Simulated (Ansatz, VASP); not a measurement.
# Cross-check of Sn between VASP and Ansatz, part 2 of 4

Aim: how closely do two programs agree when they are given the same cell, functional and k mesh? Of the first pair: The structure shown is the end of the Ansatz relaxation below.

VASP 6.6.1 and Ansatz 0.2.0.

So far: Starting point; Ansatz: relaxation, PBEsol.

## (3) VASP: single point, PBEsol

Level of this step: PBEsol; plane waves and PAW (Sn_d) (VASP).

The same cell, functional, mesh and smearing now go to VASP, with its own data sets.

Lines of VASP's logs that name or quote its potential files are left out, and so is its time.

Contents of INCAR:

```
SYSTEM = Sn
PREC = Accurate
ENCUT = 500
EDIFF = 1E-06
NELM = 120
ISMEAR = 0
SIGMA = 0.015
LREAL = .FALSE.
ALGO = Normal
GGA = PS
NBANDS = 20
LORBIT = 11
LWAVE = .FALSE.
LCHARG = .FALSE.
ISIF = 2
ISYM = 2
LASPH = .TRUE.
GGA_COMPAT = .FALSE.
KPAR = 2
```

Contents of POSCAR:

```
Sn
1.0
   -0.0048375300      3.2889042738      3.2889042738
    3.2889042738     -0.0048375300      3.2889042738
    3.2889042738      3.2889042738     -0.0048375300
Sn
2
Direct
    0.4998157118      0.4998157118      0.4998157118
    0.7501842882      0.7501842882      0.7501842882
```

Contents of KPOINTS:

```
Points of the shifted mesh
1728
Reciprocal
 0.0416666667  0.0416666667  0.0416666667 1
 0.0416666667  0.0416666667  0.1250000000 1
 0.0416666667  0.0416666667  0.2083333333 1
 0.0416666667  0.0416666667  0.2916666667 1
 0.0416666667  0.0416666667  0.3750000000 1
 0.0416666667  0.0416666667  0.4583333333 1
 0.0416666667  0.0416666667  0.5416666667 1
 0.0416666667  0.0416666667  0.6250000000 1
 0.0416666667  0.0416666667  0.7083333333 1
 0.0416666667  0.0416666667  0.7916666667 1
 0.0416666667  0.0416666667  0.8750000000 1
 0.0416666667  0.0416666667  0.9583333333 1
 0.0416666667  0.1250000000  0.0416666667 1
 0.0416666667  0.1250000000  0.1250000000 1
 0.0416666667  0.1250000000  0.2083333333 1
 0.0416666667  0.1250000000  0.2916666667 1
 0.0416666667  0.1250000000  0.3750000000 1
 0.0416666667  0.1250000000  0.4583333333 1
 0.0416666667  0.1250000000  0.5416666667 1
 0.0416666667  0.1250000000  0.6250000000 1
 0.0416666667  0.1250000000  0.7083333333 1
 0.0416666667  0.1250000000  0.7916666667 1
 0.0416666667  0.1250000000  0.8750000000 1
 0.0416666667  0.1250000000  0.9583333333 1
 0.0416666667  0.2083333333  0.0416666667 1
 0.0416666667  0.2083333333  0.1250000000 1
 0.0416666667  0.2083333333  0.2083333333 1
 0.0416666667  0.2083333333  0.2916666667 1
 0.0416666667  0.2083333333  0.3750000000 1
 0.0416666667  0.2083333333  0.4583333333 1
 0.0416666667  0.2083333333  0.5416666667 1
 0.0416666667  0.2083333333  0.6250000000 1
 0.0416666667  0.2083333333  0.7083333333 1
 0.0416666667  0.2083333333  0.7916666667 1
 0.0416666667  0.2083333333  0.8750000000 1
 0.0416666667  0.2083333333  0.9583333333 1
 0.0416666667  0.2916666667  0.0416666667 1
 0.0416666667  0.2916666667  0.1250000000 1
 0.0416666667  0.2916666667  0.2083333333 1
 0.0416666667  0.2916666667  0.2916666667 1
 0.0416666667  0.2916666667  0.3750000000 1
 0.0416666667  0.2916666667  0.4583333333 1
 0.0416666667  0.2916666667  0.5416666667 1
 0.0416666667  0.2916666667  0.6250000000 1
 0.0416666667  0.2916666667  0.7083333333 1
 0.0416666667  0.2916666667  0.7916666667 1
 0.0416666667  0.2916666667  0.8750000000 1
 0.0416666667  0.2916666667  0.9583333333 1
 0.0416666667  0.3750000000  0.0416666667 1
 0.0416666667  0.3750000000  0.1250000000 1
 0.0416666667  0.3750000000  0.2083333333 1
 0.0416666667  0.3750000000  0.2916666667 1
 0.0416666667  0.3750000000  0.3750000000 1
 0.0416666667  0.3750000000  0.4583333333 1
 0.0416666667  0.3750000000  0.5416666667 1
 0.0416666667  0.3750000000  0.6250000000 1
 0.0416666667  0.3750000000  0.7083333333 1
 0.0416666667  0.3750000000  0.7916666667 1
 0.0416666667  0.3750000000  0.8750000000 1
 0.0416666667  0.3750000000  0.9583333333 1
 0.0416666667  0.4583333333  0.0416666667 1
 0.0416666667  0.4583333333  0.1250000000 1
 0.0416666667  0.4583333333  0.2083333333 1
 0.0416666667  0.4583333333  0.2916666667 1
 0.0416666667  0.4583333333  0.3750000000 1
 0.0416666667  0.4583333333  0.4583333333 1
 0.0416666667  0.4583333333  0.5416666667 1
 0.0416666667  0.4583333333  0.6250000000 1
 0.0416666667  0.4583333333  0.7083333333 1
 0.0416666667  0.4583333333  0.7916666667 1
 0.0416666667  0.4583333333  0.8750000000 1
 0.0416666667  0.4583333333  0.9583333333 1
 0.0416666667  0.5416666667  0.0416666667 1
 0.0416666667  0.5416666667  0.1250000000 1
 0.0416666667  0.5416666667  0.2083333333 1
 0.0416666667  0.5416666667  0.2916666667 1
 0.0416666667  0.5416666667  0.3750000000 1
 0.0416666667  0.5416666667  0.4583333333 1
 0.0416666667  0.5416666667  0.5416666667 1
 0.0416666667  0.5416666667  0.6250000000 1
 0.0416666667  0.5416666667  0.7083333333 1
 0.0416666667  0.5416666667  0.7916666667 1
 0.0416666667  0.5416666667  0.8750000000 1
 0.0416666667  0.5416666667  0.9583333333 1
 0.0416666667  0.6250000000  0.0416666667 1
 0.0416666667  0.6250000000  0.1250000000 1
 0.0416666667  0.6250000000  0.2083333333 1
 0.0416666667  0.6250000000  0.2916666667 1
 0.0416666667  0.6250000000  0.3750000000 1
 0.0416666667  0.6250000000  0.4583333333 1
 0.0416666667  0.6250000000  0.5416666667 1
 0.0416666667  0.6250000000  0.6250000000 1
 0.0416666667  0.6250000000  0.7083333333 1
 0.0416666667  0.6250000000  0.7916666667 1
 0.0416666667  0.6250000000  0.8750000000 1
 0.0416666667  0.6250000000  0.9583333333 1
 0.0416666667  0.7083333333  0.0416666667 1
 0.0416666667  0.7083333333  0.1250000000 1
 0.0416666667  0.7083333333  0.2083333333 1
 0.0416666667  0.7083333333  0.2916666667 1
 0.0416666667  0.7083333333  0.3750000000 1
 0.0416666667  0.7083333333  0.4583333333 1
 0.0416666667  0.7083333333  0.5416666667 1
 0.0416666667  0.7083333333  0.6250000000 1
 0.0416666667  0.7083333333  0.7083333333 1
 0.0416666667  0.7083333333  0.7916666667 1
 0.0416666667  0.7083333333  0.8750000000 1
 0.0416666667  0.7083333333  0.9583333333 1
 0.0416666667  0.7916666667  0.0416666667 1
 0.0416666667  0.7916666667  0.1250000000 1
 0.0416666667  0.7916666667  0.2083333333 1
 0.0416666667  0.7916666667  0.2916666667 1
[... 1390 lines left out ...]
 0.8750000000  0.4583333333  0.1250000000 1
 0.8750000000  0.4583333333  0.2083333333 1
 0.8750000000  0.4583333333  0.2916666667 1
 0.8750000000  0.4583333333  0.3750000000 1
 0.8750000000  0.4583333333  0.4583333333 1
 0.8750000000  0.4583333333  0.5416666667 1
 0.8750000000  0.4583333333  0.6250000000 1
 0.8750000000  0.4583333333  0.7083333333 1
 0.8750000000  0.4583333333  0.7916666667 1
 0.8750000000  0.4583333333  0.8750000000 1
 0.8750000000  0.4583333333  0.9583333333 1
 0.8750000000  0.5416666667  0.0416666667 1
 0.8750000000  0.5416666667  0.1250000000 1
 0.8750000000  0.5416666667  0.2083333333 1
 0.8750000000  0.5416666667  0.2916666667 1
 0.8750000000  0.5416666667  0.3750000000 1
 0.8750000000  0.5416666667  0.4583333333 1
 0.8750000000  0.5416666667  0.5416666667 1
 0.8750000000  0.5416666667  0.6250000000 1
 0.8750000000  0.5416666667  0.7083333333 1
 0.8750000000  0.5416666667  0.7916666667 1
 0.8750000000  0.5416666667  0.8750000000 1
 0.8750000000  0.5416666667  0.9583333333 1
 0.8750000000  0.6250000000  0.0416666667 1
 0.8750000000  0.6250000000  0.1250000000 1
 0.8750000000  0.6250000000  0.2083333333 1
 0.8750000000  0.6250000000  0.2916666667 1
 0.8750000000  0.6250000000  0.3750000000 1
 0.8750000000  0.6250000000  0.4583333333 1
 0.8750000000  0.6250000000  0.5416666667 1
 0.8750000000  0.6250000000  0.6250000000 1
 0.8750000000  0.6250000000  0.7083333333 1
 0.8750000000  0.6250000000  0.7916666667 1
 0.8750000000  0.6250000000  0.8750000000 1
 0.8750000000  0.6250000000  0.9583333333 1
 0.8750000000  0.7083333333  0.0416666667 1
 0.8750000000  0.7083333333  0.1250000000 1
 0.8750000000  0.7083333333  0.2083333333 1
 0.8750000000  0.7083333333  0.2916666667 1
 0.8750000000  0.7083333333  0.3750000000 1
 0.8750000000  0.7083333333  0.4583333333 1
 0.8750000000  0.7083333333  0.5416666667 1
 0.8750000000  0.7083333333  0.6250000000 1
 0.8750000000  0.7083333333  0.7083333333 1
 0.8750000000  0.7083333333  0.7916666667 1
 0.8750000000  0.7083333333  0.8750000000 1
 0.8750000000  0.7083333333  0.9583333333 1
 0.8750000000  0.7916666667  0.0416666667 1
 0.8750000000  0.7916666667  0.1250000000 1
 0.8750000000  0.7916666667  0.2083333333 1
 0.8750000000  0.7916666667  0.2916666667 1
 0.8750000000  0.7916666667  0.3750000000 1
 0.8750000000  0.7916666667  0.4583333333 1
 0.8750000000  0.7916666667  0.5416666667 1
 0.8750000000  0.7916666667  0.6250000000 1
 0.8750000000  0.7916666667  0.7083333333 1
 0.8750000000  0.7916666667  0.7916666667 1
 0.8750000000  0.7916666667  0.8750000000 1
 0.8750000000  0.7916666667  0.9583333333 1
 0.8750000000  0.8750000000  0.0416666667 1
 0.8750000000  0.8750000000  0.1250000000 1
 0.8750000000  0.8750000000  0.2083333333 1
 0.8750000000  0.8750000000  0.2916666667 1
 0.8750000000  0.8750000000  0.3750000000 1
 0.8750000000  0.8750000000  0.4583333333 1
 0.8750000000  0.8750000000  0.5416666667 1
 0.8750000000  0.8750000000  0.6250000000 1
 0.8750000000  0.8750000000  0.7083333333 1
 0.8750000000  0.8750000000  0.7916666667 1
 0.8750000000  0.8750000000  0.8750000000 1
 0.8750000000  0.8750000000  0.9583333333 1
 0.8750000000  0.9583333333  0.0416666667 1
 0.8750000000  0.9583333333  0.1250000000 1
 0.8750000000  0.9583333333  0.2083333333 1
 0.8750000000  0.9583333333  0.2916666667 1
 0.8750000000  0.9583333333  0.3750000000 1
 0.8750000000  0.9583333333  0.4583333333 1
 0.8750000000  0.9583333333  0.5416666667 1
 0.8750000000  0.9583333333  0.6250000000 1
 0.8750000000  0.9583333333  0.7083333333 1
 0.8750000000  0.9583333333  0.7916666667 1
 0.8750000000  0.9583333333  0.8750000000 1
 0.8750000000  0.9583333333  0.9583333333 1
 0.9583333333  0.0416666667  0.0416666667 1
 0.9583333333  0.0416666667  0.1250000000 1
 0.9583333333  0.0416666667  0.2083333333 1
 0.9583333333  0.0416666667  0.2916666667 1
 0.9583333333  0.0416666667  0.3750000000 1
 0.9583333333  0.0416666667  0.4583333333 1
 0.9583333333  0.0416666667  0.5416666667 1
 0.9583333333  0.0416666667  0.6250000000 1
 0.9583333333  0.0416666667  0.7083333333 1
 0.9583333333  0.0416666667  0.7916666667 1
 0.9583333333  0.0416666667  0.8750000000 1
 0.9583333333  0.0416666667  0.9583333333 1
 0.9583333333  0.1250000000  0.0416666667 1
 0.9583333333  0.1250000000  0.1250000000 1
 0.9583333333  0.1250000000  0.2083333333 1
 0.9583333333  0.1250000000  0.2916666667 1
 0.9583333333  0.1250000000  0.3750000000 1
 0.9583333333  0.1250000000  0.4583333333 1
 0.9583333333  0.1250000000  0.5416666667 1
 0.9583333333  0.1250000000  0.6250000000 1
 0.9583333333  0.1250000000  0.7083333333 1
 0.9583333333  0.1250000000  0.7916666667 1
 0.9583333333  0.1250000000  0.8750000000 1
 0.9583333333  0.1250000000  0.9583333333 1
 0.9583333333  0.2083333333  0.0416666667 1
 0.9583333333  0.2083333333  0.1250000000 1
 0.9583333333  0.2083333333  0.2083333333 1
 0.9583333333  0.2083333333  0.2916666667 1
 0.9583333333  0.2083333333  0.3750000000 1
 0.9583333333  0.2083333333  0.4583333333 1
 0.9583333333  0.2083333333  0.5416666667 1
 0.9583333333  0.2083333333  0.6250000000 1
 0.9583333333  0.2083333333  0.7083333333 1
 0.9583333333  0.2083333333  0.7916666667 1
 0.9583333333  0.2083333333  0.8750000000 1
 0.9583333333  0.2083333333  0.9583333333 1
 0.9583333333  0.2916666667  0.0416666667 1
 0.9583333333  0.2916666667  0.1250000000 1
 0.9583333333  0.2916666667  0.2083333333 1
 0.9583333333  0.2916666667  0.2916666667 1
 0.9583333333  0.2916666667  0.3750000000 1
 0.9583333333  0.2916666667  0.4583333333 1
 0.9583333333  0.2916666667  0.5416666667 1
 0.9583333333  0.2916666667  0.6250000000 1
 0.9583333333  0.2916666667  0.7083333333 1
 0.9583333333  0.2916666667  0.7916666667 1
 0.9583333333  0.2916666667  0.8750000000 1
 0.9583333333  0.2916666667  0.9583333333 1
 0.9583333333  0.3750000000  0.0416666667 1
 0.9583333333  0.3750000000  0.1250000000 1
 0.9583333333  0.3750000000  0.2083333333 1
 0.9583333333  0.3750000000  0.2916666667 1
 0.9583333333  0.3750000000  0.3750000000 1
 0.9583333333  0.3750000000  0.4583333333 1
 0.9583333333  0.3750000000  0.5416666667 1
 0.9583333333  0.3750000000  0.6250000000 1
 0.9583333333  0.3750000000  0.7083333333 1
 0.9583333333  0.3750000000  0.7916666667 1
 0.9583333333  0.3750000000  0.8750000000 1
 0.9583333333  0.3750000000  0.9583333333 1
 0.9583333333  0.4583333333  0.0416666667 1
 0.9583333333  0.4583333333  0.1250000000 1
 0.9583333333  0.4583333333  0.2083333333 1
 0.9583333333  0.4583333333  0.2916666667 1
 0.9583333333  0.4583333333  0.3750000000 1
 0.9583333333  0.4583333333  0.4583333333 1
 0.9583333333  0.4583333333  0.5416666667 1
 0.9583333333  0.4583333333  0.6250000000 1
 0.9583333333  0.4583333333  0.7083333333 1
 0.9583333333  0.4583333333  0.7916666667 1
 0.9583333333  0.4583333333  0.8750000000 1
 0.9583333333  0.4583333333  0.9583333333 1
 0.9583333333  0.5416666667  0.0416666667 1
 0.9583333333  0.5416666667  0.1250000000 1
 0.9583333333  0.5416666667  0.2083333333 1
 0.9583333333  0.5416666667  0.2916666667 1
 0.9583333333  0.5416666667  0.3750000000 1
 0.9583333333  0.5416666667  0.4583333333 1
 0.9583333333  0.5416666667  0.5416666667 1
 0.9583333333  0.5416666667  0.6250000000 1
 0.9583333333  0.5416666667  0.7083333333 1
 0.9583333333  0.5416666667  0.7916666667 1
 0.9583333333  0.5416666667  0.8750000000 1
 0.9583333333  0.5416666667  0.9583333333 1
 0.9583333333  0.6250000000  0.0416666667 1
 0.9583333333  0.6250000000  0.1250000000 1
 0.9583333333  0.6250000000  0.2083333333 1
 0.9583333333  0.6250000000  0.2916666667 1
 0.9583333333  0.6250000000  0.3750000000 1
 0.9583333333  0.6250000000  0.4583333333 1
 0.9583333333  0.6250000000  0.5416666667 1
 0.9583333333  0.6250000000  0.6250000000 1
 0.9583333333  0.6250000000  0.7083333333 1
 0.9583333333  0.6250000000  0.7916666667 1
 0.9583333333  0.6250000000  0.8750000000 1
 0.9583333333  0.6250000000  0.9583333333 1
 0.9583333333  0.7083333333  0.0416666667 1
 0.9583333333  0.7083333333  0.1250000000 1
 0.9583333333  0.7083333333  0.2083333333 1
 0.9583333333  0.7083333333  0.2916666667 1
 0.9583333333  0.7083333333  0.3750000000 1
 0.9583333333  0.7083333333  0.4583333333 1
 0.9583333333  0.7083333333  0.5416666667 1
 0.9583333333  0.7083333333  0.6250000000 1
 0.9583333333  0.7083333333  0.7083333333 1
 0.9583333333  0.7083333333  0.7916666667 1
 0.9583333333  0.7083333333  0.8750000000 1
 0.9583333333  0.7083333333  0.9583333333 1
 0.9583333333  0.7916666667  0.0416666667 1
 0.9583333333  0.7916666667  0.1250000000 1
 0.9583333333  0.7916666667  0.2083333333 1
 0.9583333333  0.7916666667  0.2916666667 1
 0.9583333333  0.7916666667  0.3750000000 1
 0.9583333333  0.7916666667  0.4583333333 1
 0.9583333333  0.7916666667  0.5416666667 1
 0.9583333333  0.7916666667  0.6250000000 1
 0.9583333333  0.7916666667  0.7083333333 1
 0.9583333333  0.7916666667  0.7916666667 1
 0.9583333333  0.7916666667  0.8750000000 1
 0.9583333333  0.7916666667  0.9583333333 1
 0.9583333333  0.8750000000  0.0416666667 1
 0.9583333333  0.8750000000  0.1250000000 1
 0.9583333333  0.8750000000  0.2083333333 1
 0.9583333333  0.8750000000  0.2916666667 1
 0.9583333333  0.8750000000  0.3750000000 1
 0.9583333333  0.8750000000  0.4583333333 1
 0.9583333333  0.8750000000  0.5416666667 1
 0.9583333333  0.8750000000  0.6250000000 1
 0.9583333333  0.8750000000  0.7083333333 1
 0.9583333333  0.8750000000  0.7916666667 1
 0.9583333333  0.8750000000  0.8750000000 1
 0.9583333333  0.8750000000  0.9583333333 1
 0.9583333333  0.9583333333  0.0416666667 1
 0.9583333333  0.9583333333  0.1250000000 1
 0.9583333333  0.9583333333  0.2083333333 1
 0.9583333333  0.9583333333  0.2916666667 1
 0.9583333333  0.9583333333  0.3750000000 1
 0.9583333333  0.9583333333  0.4583333333 1
 0.9583333333  0.9583333333  0.5416666667 1
 0.9583333333  0.9583333333  0.6250000000 1
 0.9583333333  0.9583333333  0.7083333333 1
 0.9583333333  0.9583333333  0.7916666667 1
 0.9583333333  0.9583333333  0.8750000000 1
 0.9583333333  0.9583333333  0.9583333333 1
```

PAW data sets: Sn_d (PBE family, release 64).

Started as:

```sh
$ mpirun -np 2 vasp_std
```

Log:

```text
[banner, memory and clock lines left out]
running    2 mpi-ranks, on    1 nodes
 distrk:  each k-point on    1 cores,    2 groups
 distr:  one band on    1 cores,    1 groups

 POSCAR found type information on POSCAR Sn
 POSCAR found :  1 types and       2 ions
|                                                                             |
|               ----> ADVICE to this user running VASP <----                  |
|                                                                             |
|     You enforced a specific xc type in the INCAR file but a different       |
|     [... a line on the potential file left out ...]
|     I HOPE YOU KNOW WHAT YOU ARE DOING!                                     |
|                                                                             |

 LDA part: xc-table for (Slater+PW92), standard interpolation
 POSCAR, INCAR and KPOINTS ok, starting setup
 FFT: planning ... GRIDC
 FFT: planning ... GRID_SOFT
 FFT: planning ... GRID
 WAVECAR not read
 entering main loop
       N       E                     dE             d eps       ncg     rms          rms(c)
DAV:   1     0.219760526438E+03    0.21976E+03   -0.14746E+04 69560   0.196E+03
DAV:   2     0.145811434971E+02   -0.20518E+03   -0.20152E+03 69344   0.436E+02
DAV:   3    -0.781451649772E+01   -0.22396E+02   -0.22263E+02 79224   0.141E+02
DAV:   4    -0.853058052119E+01   -0.71606E+00   -0.71571E+00 78240   0.285E+01
DAV:   5    -0.855563634823E+01   -0.25056E-01   -0.25055E-01 95260   0.520E+00    0.308E+00
DAV:   6    -0.849178970713E+01    0.63847E-01   -0.42421E-02 93204   0.274E+00    0.174E+00
DAV:   7    -0.846105478425E+01    0.30735E-01   -0.50436E-02 79004   0.257E+00    0.165E-01
DAV:   8    -0.846195933063E+01   -0.90455E-03   -0.69553E-03 75864   0.102E+00    0.526E-02
DAV:   9    -0.846222623374E+01   -0.26690E-03   -0.35905E-04 82596   0.142E-01    0.104E-02
DAV:  10    -0.846223853504E+01   -0.12301E-04   -0.20655E-05 85212   0.410E-02    0.535E-03
DAV:  11    -0.846224039011E+01   -0.18551E-05   -0.27525E-06 59760   0.122E-02    0.568E-04
DAV:  12    -0.846224029155E+01    0.98563E-07   -0.18424E-07 47860   0.619E-03
   1 F= -.84622403E+01 E0= -.84622401E+01  d E =-.428384E-06
```

(Part 2 of 4 ends here.)

[Lines on the potential files, build, host, timing and source positions are cut from VASP's logs without a mark.]

[Logs are printed without paths, hosts, clocks, repeated set-up lines and the standing remarks that a program may print on its own settings, such as how far it seeks lower states.]

[Hosts, paths, dates, database ids (printed as entryN), source tags and the programs' standing remarks are cut or masked in the printed files.]
